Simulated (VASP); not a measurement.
Given:

```xyz
2
Lattice="3.6660 0.0000 0.0000 0.0000 3.6660 0.0000 0.0000 0.0000 3.6660" Properties=species:S:1:pos:R:3 pbc="T T T"
W      0.0000     0.0000     0.0000
Se     1.8330     1.8330     1.8330
```

Computed with PBEsol GGA, VASP's PBE PAW potentials (set 64) (plane waves; VASP 6.6.1). Run with 400 eV cut-off, 9×9×9 Γ-centred mesh, first-order Methfessel-Paxton smearing of 0.10 eV, potentials W_sv Se.

Energy and stress use the plane-wave basis of the starting cell.

Q: The ions, cell shape and volume are relaxed. Which structure does the run end with?

A: 
```xyz
2
Lattice="3.1168 0.0000 0.0000 0.0000 3.1168 0.0000 0.0000 0.0000 3.1168" Properties=species:S:1:pos:R:3 pbc="T T T"
W      0.0000     0.0000     0.0000
Se     1.5584     1.5584     1.5584
```
Space group Pm-3m (221), at a tolerance of 0.03 Å.

Q: How do energy and volume change from the first to the last step?

A: The energy (σ→0) changes by -1617.2 meV/atom and the volume by -38.5 %, in 5 ionic steps.

| step | E(σ→0) (eV) | max force (eV/Å) | pressure (GPa) | volume (Å³) |
|---|---|---|---|---|
| 1 | -13.6518 | 0.000 | -32.97 | 49.27 |
| 2 | -13.2068 | 0.000 | 182.36 | 21.24 |
| 3 | -16.8592 | 0.000 | -7.57 | 31.40 |
| 4 | -16.8816 | 0.000 | -3.25 | 30.74 |
| 5 | -16.8862 | 0.000 | 0.07 | 30.28 |

The structure was generated: WSe was put into the CsCl type type (Pm-3m), which need not be its known phase. This run relaxes it. Symmetry was kept, so distortions that lower it aren't found.
